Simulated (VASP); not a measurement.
Output of a VASP run:

**OSZICAR**
```
       N       E                     dE             d eps       ncg     rms          rms(c)
DAV:   1     0.803757207793E+02    0.80376E+02   -0.67946E+03   352   0.117E+03
DAV:   2     0.860231601875E+00   -0.79515E+02   -0.75304E+02   388   0.251E+02
DAV:   3    -0.429100221282E+01   -0.51512E+01   -0.51247E+01   441   0.652E+01
DAV:   4    -0.441042953867E+01   -0.11943E+00   -0.11936E+00   409   0.100E+01
DAV:   5    -0.441404756839E+01   -0.36180E-02   -0.36179E-02   420   0.184E+00    0.263E+00
DAV:   6    -0.436488972473E+01    0.49158E-01   -0.53266E-02   397   0.183E+00    0.182E+00
DAV:   7    -0.435382343089E+01    0.11066E-01   -0.59837E-02   403   0.203E+00    0.664E-01
DAV:   8    -0.435425145151E+01   -0.42802E-03   -0.28064E-03   391   0.512E-01    0.105E-01
DAV:   9    -0.435422845304E+01    0.22998E-04   -0.91764E-05   424   0.128E-01    0.337E-02
DAV:  10    -0.435423755925E+01   -0.91062E-05   -0.19268E-05   400   0.657E-02    0.111E-02
DAV:  11    -0.435423756719E+01   -0.79344E-08   -0.39431E-06   423   0.373E-02    0.551E-03
DAV:  12    -0.435423728953E+01    0.27766E-06   -0.42045E-07   406   0.513E-03    0.223E-03
DAV:  13    -0.435423734477E+01   -0.55239E-07   -0.17717E-08   224   0.110E-03
   1 F= 0.11691088E+01 E0= 0.11691088E+01  d E =0.116911E+01
```

File OUTCAR:
```
------------------------ aborting loop because EDIFF is reached ----------------------------------------
  FORCE on cell =-STRESS in cart. coord.  units (eV):
  Direction    XX          YY          ZZ          XY          YZ          ZX
  --------------------------------------------------------------------------------------
  Total        5.5191646      5.5191646      5.5191646      0.0000000      0.0000000      0.0000000
  in kB      199.8485885    199.8485885    199.8485885      0.0000000      0.0000000      0.0000000
  external PRESSURE =      -0.1514115 kB  Pullay stress =     200.0000000 kB
  volume of cell :       44.25
      direct lattice vectors                 reciprocal lattice vectors
     0.000000000  2.807270641  2.807270641    -0.178108941  0.178108941  0.178108941
     2.807270641  0.000000000  2.807270641     0.178108941 -0.178108941  0.178108941
     2.807270641  2.807270641  0.000000000     0.178108941  0.178108941 -0.178108941
  FREE ENERGIE OF THE ION-ELECTRON SYSTEM (eV)
  ---------------------------------------------------
  free  energy   TOTEN  =        -4.3542373448 eV

  energy  without entropy=       -4.3542373448  energy(sigma->0) =       -4.35423734
  enthalpy is  TOTEN    =         1.1691087861 eV   P V=        5.5233461309

 reached required accuracy - stopping structural energy minimisation
```
(Selected blocks of OUTCAR.)

### POSCAR
```
NaI
1
    0.0000000000     2.8072706405     2.8072706405
    2.8072706405    -0.0000000000     2.8072706405
    2.8072706405     2.8072706405    -0.0000000000
Na I
1 1
Direct
  0.0000000000   0.0000000000   0.0000000000
  0.5000000000   0.5000000000   0.5000000000
```

Problem. Reconstruct the remaining input files.

Solution. One answer among several that fit: the input of the run itself, PBE GGA, plane waves, VASP's PBE PAW potentials (set 64).

**INCAR**
```
ALGO  =  Normal
EDIFF  =  1E-7
EDIFFG  =  -0.01
ENCUT  =  480
GGA  =  PE
IBRION  =  2
ISIF  =  3
ISMEAR  =  0
LASPH  =  .TRUE.
LCHARG  =  .FALSE.
LMAXMIX  =  4
LREAL  =  .FALSE.
LWAVE  =  .FALSE.
NELM  =  100
NSW  =  40
PREC  =  Accurate
PSTRESS  =  200
SIGMA  =  0.05
SYSTEM  =  NaI
```

KPOINTS:
```
Automatic mesh
0
Gamma
6 6 6
0 0 0
```

POTCAR, in this order: Na_pv I (PBE.64 set). Program: vasp_std.

The compound is NaI in the rock salt structure. It was relaxed first under an external pressure of 20 GPa.
